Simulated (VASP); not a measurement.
An input for Ansatz (written as the equivalent of a VASP run, and not itself run):

Ansatz 0.2 input:
```yaml
crystal:
  lattice:
    - [4.3979168, 0.0000000, 0.0000000]
    - [0.0000000, 3.2968302, 0.0000000]
    - [0.0000000, 0.0000000, 18.1334607]
  atoms:
    - { symbol: P, position: [0.5814805, 0.0000000, 0.5582774] }
    - { symbol: P, position: [0.9185195, 0.5000000, 0.5582774] }
    - { symbol: P, position: [0.4185195, 0.0000000, 0.4417226] }
    - { symbol: P, position: [0.0814805, 0.5000000, 0.4417226] }
kpoints:
  mp_grid: { grid: [6, 8, 1] }
hamiltonian:
  xc: pbesol
  pseudopotentials: { kind: paw }
scf:
  occupations: { method: tetrahedron }
  max_iter: 100
output: { forces: true, stress: true, eigenvalues: true }
```

Q: Write the VASP files for the same calculation (PBEsol).

A: This is not unique; one that fits is 
INCAR:
```
# general
SYSTEM = P
PREC   = Accurate
ENCUT  = 400   # plane-wave cut-off (eV)
LREAL  = .False.
LASPH  = .True.

# electronic loop
EDIFF  = 1E-7   # SCF stop (eV)
NELM   = 100
ALGO   = Normal

# smearing
ISMEAR = -5

# functional
GGA    = PS   # PBEsol

# ions
ISIF   = 2

# output
LWAVE  = .False.
LCHARG = .True.
LORBIT = 11   # lm-projected
NEDOS  = 601   # DOS grid
```

**KPOINTS**
```
Automatic mesh
0
Gamma
6 8 1
0 0 0
```

File POSCAR:
```
P
18.1334610
  0.2425304673   0.0000000000   0.0000000000
  0.0000000000   0.1818092073   0.0000000000
  0.0000000000   0.0000000000   0.9999999851
P
4
Cart
  0.1410267319   0.0000000000   0.5582774022
  0.2227689691   0.0909046037   0.5582774022
  0.1015037354   0.0000000000   0.4417225829
  0.0197614983   0.0909046037   0.4417225829
```

POTCAR, in this order: P (PBE.64 set). Program: vasp_std.

What does not carry over: each code has its own PAW files, so the cut-off isn't converted (ENCUT is set for VASP's; basis.ecutwfc is left out, and Ansatz then takes the one that its files recommend); Ansatz stops its SCF on the density residual and VASP on the energy change (EDIFF).

The cell is a sheet with vacuum, built from a generated structure.
